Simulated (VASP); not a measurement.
Wanted: the native input for a VASP 6.6.1 run.

* Task: relaxation of cell and atoms
* Functional: LDA
* Potentials or basis: VASP PAW LDA potentials, release 64 (Cd, S)
* Cutoff: 600 eV
* k mesh: 9 × 9 × 4
* Occupations: gaussian, width 0.02 eV
* Spin: no spin polarisation
* Dipole correction: no
* Further INCAR settings: ALGO = Normal; EDIFF = 1e-06; IBRION = 2; EDIFFG = -0.005; NSW = 70; ISIF = 3

The structure of CdS (Greenockite) lies in POSCAR:

```
CdS
1.0
    4.1965610361      0.0000000000      0.0000000000
   -2.0982805180      3.6343284658      0.0000000000
    0.0000000000      0.0000000000      6.8288413438
Cd S
2 2
Direct
    0.3333333333      0.6666666667     -0.0007922000
    0.6666666667      0.3333333333      0.4992078000
    0.3333333333      0.6666666667      0.3757922000
    0.6666666667      0.3333333333      0.8757922000
```

The input as run:

INCAR

```
PREC = Accurate
ENCUT = 600
EDIFF = 1E-6
ISMEAR = 0
SIGMA = 0.02
LREAL = F
LASPH = T
NELM = 100
ALGO = Normal
ISIF = 3
LWAVE = F
LCHARG = F
GGA = CA
IBRION = 2
NSW = 70
EDIFFG = -0.005
```

KPOINTS

```
Automatic mesh
0
Gamma
  9 9 4
```

Potentials or basis: VASP PAW LDA potentials, release 64 (Cd, S).

Run with:

```sh
$ cat potpaw_LDA.64/Cd/POTCAR potpaw_LDA.64/S/POTCAR > POTCAR
$ mpirun -np 1 vasp_std > vasp.out
```

It gave:

| Quantity | Value |
| --- | --- |
| Relaxed volume | 24.03 Å³/atom |
| Relaxed cell | a = 4.084 Å, b = 4.084 Å, c = 6.654 Å, α = 90.00°, β = 90.00°, γ = 120.00° |
| Space group after relaxing (to 0.05 Å) | P6_3mc (No. 186) |
| Energy gained by relaxing | 30.5 meV/atom |
| Ionic steps | 11 |
| Pressure after relaxing | 0.0 GPa |
| Band gap on the k mesh | 1.04 eV, direct |

Run time: 5.7 min on 1 thread of Intel(R) Xeon(R) Platinum 8488C (Sapphire Rapids) (shared host), peak memory 0.27 GiB.
